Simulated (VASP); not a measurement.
An input for Ansatz (written as the equivalent of a VASP run, and not itself run):

Ansatz 0.2 input:
```yaml
crystal:
  lattice:
    - [2.2800000, -3.9490760, 0.0000000]
    - [2.2800000, 3.9490760, 0.0000000]
    - [0.0000000, 0.0000000, 6.9800000]
  atoms:
    - { symbol: Pb, position: [0.0000000, 0.0000000, 0.0000000] }
    - { symbol: I, position: [0.3333330, 0.6666670, 0.2680000] }
    - { symbol: I, position: [0.6666670, 0.3333330, 0.7320000] }
kpoints:
  mp_grid: { grid: [6, 6, 4] }
hamiltonian:
  xc: pbe
  pseudopotentials: { kind: paw }
scf:
  occupations: { method: methfessel_paxton, width: 0.02 }
  max_iter: 100
output: { forces: true, stress: true, eigenvalues: true }
```

Question: Write the VASP files for the same calculation (PBE).

Answer: Several could match; the one computed here: 
KPOINTS:
```
Automatic mesh
0
gamma
 6 6 4
```

### INCAR
```
SYSTEM = PbI2
PREC = Accurate
ENCUT = 400
EDIFF = 1E-6
NELM = 100
ALGO = Normal
LREAL = .FALSE.
LASPH = .TRUE.
ISMEAR = 1
SIGMA = 0.02
GGA = PE
LMAXMIX = 4
LWAVE = .FALSE.
LCHARG = .FALSE.
ISIF = 2
```

**POSCAR**
```
PbI2
1.0
  2.2800000000  -3.9490760000   0.0000000000
  2.2800000000   3.9490760000   0.0000000000
  0.0000000000   0.0000000000   6.9800000000
Pb I
1 2
Cart
  0.0000000000   0.0000000000   0.0000000000
  2.2800000000   1.3163612994   1.8706400000
  2.2800000000  -1.3163612994   5.1093600000
```

POTCAR, in this order: Pb_d I (PBE.64 set). Program: vasp_std.

What does not carry over: each code has its own PAW files, so the cut-off isn't converted (ENCUT is set for VASP's; basis.ecutwfc is left out, and Ansatz then takes the one that its files recommend); Ansatz stops its SCF on the density residual and VASP on the energy change (EDIFF).

The compound is PbI2 in the 1T layered structure. The cell was not relaxed at this level. The run is one of a series of settings (ISMEAR = 1, SIGMA = 0.02 against the base run), some of them coarse on purpose.
